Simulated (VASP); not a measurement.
Consider the following.

```
As
1.0
    3.73146    -1.90993    -0.00232
    3.73146     1.90993    -0.00232
    2.75582     0.00000     3.15864
As
2
Direct
  0.22706   0.22706   0.22706
  0.77294   0.77294   0.77294
```

Calculation: PBE GGA, VASP's PBE PAW potentials (set 64) (plane waves; VASP). Numerical set-up: 520 eV cut-off, 13×13×13 Γ-centred mesh, tetrahedra with Blöchl corrections, potentials As.

Problem. The job: As (a7), 2 atoms, PBE, static run, 520 eV, 13×13×13 Γ-centred mesh. Roughly how much core time does it take on a busy server core?

Solution. About 30 core-seconds (one run on a shared machine, a rough figure). It had 231 irreducible k-points, 9 bands, up to 1232 plane waves and 13 electronic steps.

The compound is As in the a7 structure. It was relaxed first.
